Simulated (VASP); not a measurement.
The system is Te4O.

```
Te O
1.0
     5.08349    0.00000    0.00000
     0.00000    5.08349    0.00000
     0.00000    0.00000    5.08349
Te O
4 1
Direct
  0.00000 0.50000 0.50000
  0.50000 0.50000 0.00000
  0.50000 0.00000 0.50000
  0.00000 0.00000 0.00000
  0.50000 0.50000 0.50000
```

The cell was built by a generator and needn't be a form met in nature.

| Quantity | Value |
| --- | --- |
| Program | VASP 6.6.1 |
| Task | relaxation of cell and atoms |
| Functional | PBE |
| Potentials or basis | VASP PAW PBE potentials, release 64 (Te, O) |
| Cutoff | 600 eV |
| k mesh | 5 × 5 × 5 |
| Occupations | gaussian, width 0.05 eV |
| Spin | no spin polarisation |

At the start: pressure -4.5 GPa; volume 26.27 Å³/atom.

Problem. How do energy, volume and symmetry change on relaxing?

Solution. Over 3 steps the energy falls by 32.5 meV/atom and the volume is 24.16 Å³/atom (-8.1 %); space group Pm-3m (No. 221, to 0.05 Å).

Step by step:
| step | energy change (eV) | largest force (eV/Å) | pressure (GPa) | volume (Å³) |
| --- | --- | --- | --- | --- |
| 1 | 0.0000 | 0.0000 | -4.54 | 131.37 |
| 2 | -0.1457 | 0.0000 | 1.83 | 117.72 |
| 3 | -0.1624 | 0.0000 | 0.00 | 120.78 |

Final structure:
```
Te O
1.0
     4.94313    0.00000    0.00000
     0.00000    4.94313    0.00000
     0.00000    0.00000    4.94313
Te O
4 1
Cartesian
  0.0000 2.4716 2.4716
  2.4716 2.4716 0.0000
  2.4716 0.0000 2.4716
  0.0000 0.0000 0.0000
  2.4716 2.4716 2.4716
```
